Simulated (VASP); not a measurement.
Consider the following.

```yaml
crystal:
  lattice:
    - [2.92974, 0.00000, 0.00000]
    - [0.00000, 2.92974, 0.00000]
    - [0.00000, 0.00000, 2.92974]
  atoms:
    - { symbol: Si, position: [0.50000, 0.50000, 0.50000] }
    - { symbol: Rh, position: [0.00000, 0.00000, 0.00000] }
```

Level of theory: LDA (Ceperley-Alder, Perdew-Zunger) with spin-orbit coupling, VASP's LDA PAW potentials (set 64) (plane waves; VASP). Settings: 400 eV cut-off, 11×11×11 Γ-centred mesh, Gaussian smearing of 0.050 eV, potentials Si Rh_pv.

Q: Give the energies of bands 11 to 24 at the high-symmetry points, in eV from the Fermi level.

A: 
| band | Γ | X | M | R |
|---|---|---|---|---|
| 11 | -5.54 | -4.73 | -4.67 | -7.28 |
| 12 | -5.54 | -4.73 | -4.67 | -7.28 |
| 13 | -2.09 | -4.09 | -4.49 | -3.46 |
| 14 | -2.09 | -4.09 | -4.49 | -3.46 |
| 15 | -2.09 | -3.94 | -3.38 | -0.54 |
| 16 | -2.09 | -3.94 | -3.38 | -0.54 |
| 17 | -1.84 | -1.73 | -3.25 | -0.54 |
| 18 | -1.84 | -1.73 | -3.25 | -0.54 |
| 19 | 2.10 | -0.07 | -0.62 | 1.86 |
| 20 | 2.10 | -0.07 | -0.62 | 1.86 |
| 21 | 2.35 | 5.49 | 2.01 | 2.41 |
| 22 | 2.35 | 5.49 | 2.01 | 2.41 |
| 23 | 2.35 | 7.87 | 3.21 | 2.41 |
| 24 | 2.35 | 7.87 | 3.21 | 2.41 |

It has no gap at this level: it comes out as a metal or semimetal.

The structure comes from a computed database's SiRh entry (Pm-3m); how it stands against other phases isn't given here. It was relaxed first, which changed the volume by -5 %.
